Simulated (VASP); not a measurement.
Calculation: PBE GGA, VASP's PBE PAW potentials (set 64) (plane waves; VASP).

VASP ran on this input.

POSCAR:
```
MoSi2
1
   -1.6371000000     1.6371000000     4.0035000000
    1.6371000000    -1.6371000000     4.0035000000
    1.6371000000     1.6371000000    -4.0035000000
Si Mo
2 1
Direct
  0.6650000000   0.6650000000   0.0000000000
  0.3350000000   0.3350000000   0.0000000000
  0.0000000000   0.0000000000   0.0000000000
```

### INCAR
```
SYSTEM=MoSi2
PREC=Accurate; ENCUT=800; LREAL=.False.
LASPH=.True.
EDIFF=1E-6; NELM=100; ALGO=Normal
LMAXMIX=4
ISMEAR=1; SIGMA=0.1
GGA=PE
ISIF=2
LWAVE=.False.; LCHARG=.False.
```

### KPOINTS
```
Regular mesh
0
G
 12 12 12
```

POTCAR, in this order: Si_sv_GW Mo_sv (PBE.64 set). Program: vasp_std.

Problem. What does the run give for the energy per atom (σ→0), pressure, largest force, band gap (on the k-mesh)?

Solution. 
| Item | Result |
|---|---|
| energy per atom (σ→0) | -7.729 eV/atom |
| band gap (on the k-mesh) | none (metal, semimetal or under 0.01 eV) |
| pressure | -101.6 kbar |
| largest force | 0.121 eV/Å |

**OSZICAR**
```
...
DAV:   7    -0.232247629612E+02    0.15801E+00   -0.14429E+00 12168   0.113E+01    0.347E+00
DAV:   8    -0.231892861847E+02    0.35477E-01   -0.12774E-01 11655   0.338E+00    0.489E-01
DAV:   9    -0.231884769053E+02    0.80928E-03   -0.39232E-03 11831   0.101E+00    0.255E-01
DAV:  10    -0.231884761137E+02    0.79167E-06   -0.84348E-04 10312   0.571E-01    0.287E-02
DAV:  11    -0.231884816308E+02   -0.55171E-05   -0.22954E-04 10683   0.156E-01    0.469E-02
DAV:  12    -0.231884738644E+02    0.77664E-05   -0.50341E-05  8034   0.474E-02    0.496E-03
DAV:  13    -0.231884740064E+02   -0.14199E-06   -0.23636E-06  7119   0.146E-02
   1 F= -.23188474E+02 E0= -.23188312E+02  d E =-.487212E-03
```

The compound is MoSi2 in the MoSi2 type structure. The cell was not relaxed at this level. The run is one of a series of settings (ENCUT = 800, POTCAR Si_sv_GW Mo_sv (PBE.64 set) against the base run), some of them coarse on purpose.
